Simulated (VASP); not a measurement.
**CuI (space group F-43m): computed properties**

The numbers are results of r2SCAN meta-GGA, VASP's PBE PAW potentials (set 64) (plane waves; VASP), not measurements.

```
Quantity                                                                                                           Value
---------------------------------------------  -------------------------------------------------------------------------
space group                                                                                                  F-43m (216)
cell                                           a = 6.011 Å, b = 6.011 Å, c = 6.011 Å, α = 90.00°, β = 90.00°, γ = 90.00°
volume per atom                                                                                           27.15 Å^3/atom
band gap (over mesh and band path)                                                                               1.69 eV
smallest direct gap (over mesh and band path)                                                                    1.69 eV
band-edge character                                                                                       direct, Γ to Γ
density                                                                                                       5.82 g/cm³
mean ε∞ (independent particles)                                                                                     5.85
```

```yaml
crystal:
  lattice:
    - [0.00000, 3.00569, 3.00569]
    - [3.00569, 0.00000, 3.00569]
    - [3.00569, 3.00569, 0.00000]
  atoms:
    - { symbol: Cu, position: [0.25000, 0.25000, 0.25000] }
    - { symbol: I, position: [0.00000, 0.00000, 0.00000] }
```

Unless said otherwise, spin-orbit coupling is left out, though it shifts the bands of the heavy elements here.

The structure comes from a measured CuI entry (F-43m) of the Crystallography Open Database, whose conditions weren't checked. It was relaxed first. Symmetry was kept, so distortions that lower it aren't found.
